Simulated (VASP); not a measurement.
An input for Ansatz (written as the equivalent of a VASP run, and not itself run):

Ansatz 0.2 input:
```yaml
crystal:
  lattice:
    - [1.5150000, -2.6240570, 0.0000000]
    - [1.5150000, 2.6240570, 0.0000000]
    - [0.0000000, 0.0000000, 3.2300000]
  atoms:
    - { symbol: Ti, position: [0.0000000, 0.0000000, 0.0000000] }
    - { symbol: B, position: [0.3333330, 0.6666670, 0.5000000] }
    - { symbol: B, position: [0.6666670, 0.3333330, 0.5000000] }
kpoints:
  mp_grid: { grid: [10, 10, 9] }
hamiltonian:
  xc: pbe
  pseudopotentials: { kind: paw }
scf:
  occupations: { method: methfessel_paxton, width: 0.1 }
  max_iter: 100
output: { forces: true, stress: true, eigenvalues: true }
```

Task: Write the VASP files for the same calculation (PBE).

Result: One answer among several that fit: 
File POSCAR:
```
TiB2
1
    1.5150000000    -2.6240570000     0.0000000000
    1.5150000000     2.6240570000     0.0000000000
    0.0000000000     0.0000000000     3.2300000000
Ti B
1 2
Direct
  0.0000000000   0.0000000000   0.0000000000
  0.3333330000   0.6666670000   0.5000000000
  0.6666670000   0.3333330000   0.5000000000
```

**INCAR**
```
ALGO=Normal
EDIFF=1E-6
ENCUT=520
GGA=PE
ISIF=2
ISMEAR=1
LASPH=.TRUE.
LCHARG=.FALSE.
LMAXMIX=4
LREAL=.FALSE.
LWAVE=.FALSE.
NELM=100
PREC=Accurate
SIGMA=0.1
SYSTEM=TiB2
```

### KPOINTS
```
Automatic mesh
0
Gamma
10 10 9
0 0 0
```

POTCAR, in this order: Ti_sv B (PBE.64 set). Program: vasp_std.

What does not carry over: each code has its own PAW files, so the cut-off isn't converted (ENCUT is set for VASP's; basis.ecutwfc is left out, and Ansatz then takes the one that its files recommend); Ansatz stops its SCF on the density residual and VASP on the energy change (EDIFF).

The compound is TiB2 in the AlB2 type structure. The cell was not relaxed at this level.
